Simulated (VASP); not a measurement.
A VASP calculation is set up with these files.

### POSCAR
```
AgCl
1
    0.0000000000     2.7750000000     2.7750000000
    2.7750000000     0.0000000000     2.7750000000
    2.7750000000     2.7750000000     0.0000000000
Ag Cl
1 1
Direct
  0.0000000000   0.0000000000   0.0000000000
  0.5000000000   0.5000000000   0.5000000000
```

**KPOINTS**
```
Automatic mesh
0
Gamma
8 8 8
0 0 0
```

**INCAR**
```
ALGO = Normal
EDIFF = 1E-6
EDIFFG = -0.01
ENCUT = 520
GGA = RP
IBRION = 2
ISIF = 3
ISMEAR = 0
LASPH = .TRUE.
LCHARG = .FALSE.
LMAXMIX = 4
LREAL = .FALSE.
LWAVE = .FALSE.
NELM = 100
NSW = 60
PREC = Accurate
SIGMA = 0.05
SYSTEM = AgCl
```

POTCAR, in this order: Ag Cl (PBE.64 set). Program: vasp_std.

Task: Write an equivalent input for Quantum ESPRESSO's pw.x.

Result: One equivalent input (not run):
```
&CONTROL
  calculation = 'vc-relax'
  pseudo_dir = './pseudo'
  outdir = './out'
  tprnfor = .true.
  tstress = .true.
  nstep = 60
  forc_conv_thr = 0.00039
/
&SYSTEM
  ibrav = 0
  nat = 2
  ntyp = 2
  ecutwfc = 82
  occupations = 'smearing'
  smearing = 'gaussian'
  degauss = 0.003675
  input_dft = 'rpbe'
/
&ELECTRONS
  conv_thr = 7.3e-08
  electron_maxstep = 100
/
&IONS
/
&CELL
/
ATOMIC_SPECIES
  Ag 107.868 Ag.upf
  Cl 35.450 Cl.upf
CELL_PARAMETERS angstrom
     0.0000000    2.7750000    2.7750000
     2.7750000    0.0000000    2.7750000
     2.7750000    2.7750000    0.0000000
ATOMIC_POSITIONS crystal
  Ag   0.0000000  0.0000000  0.0000000
  Cl   0.5000000  0.5000000  0.5000000
K_POINTS automatic
  8 8 8 0 0 0
```
Limits of the translation: the potentials are each code's own (VASP's PAW set, PseudoDojo norm-conserving files in pw.x), so ENCUT and ecutwfc are chosen apart and not converted; conv_thr bounds pw.x's estimated SCF error, while EDIFF bounds the energy change between steps; forc_conv_thr acts on force components and is met together with etot_conv_thr.

The compound is AgCl in the rock salt structure. This run relaxes it. Symmetry was kept, so distortions that lower it aren't found.
